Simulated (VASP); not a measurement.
Input:

```xyz
2
Lattice="0.0000 2.7909 2.7909 2.7909 0.0000 2.7909 2.7909 2.7909 0.0000" Properties=species:S:1:pos:R:3 pbc="T T T"
Na     0.0000     0.0000     0.0750
Cl     2.7909     2.7909     2.7909
```

Method: r2SCAN meta-GGA, VASP's PBE PAW potentials (set 64) (plane waves; VASP). Settings: 480 eV cut-off, 8×8×8 Γ-centred mesh, Gaussian smearing of 0.050 eV, potentials Na_pv Cl.

**Question.** What does the run give for the energy per atom (σ→0), largest force, band gap (on the k-mesh) with the smallest direct gap where there is one?

**Answer.** 
| Quantity | Result |
|---|---|
| band gap (on the k-mesh) | 6.05 eV |
| smallest direct gap (on the k-mesh) | 6.05 eV |
| energy per atom (σ→0) | -6.893 eV/atom |
| largest force | 0.00435 Ry/bohr |

Total energies compare only between runs with the same potentials, cut-off and functional.

The compound is NaCl in the rock salt structure. This cell was strained or had an atom moved on purpose.
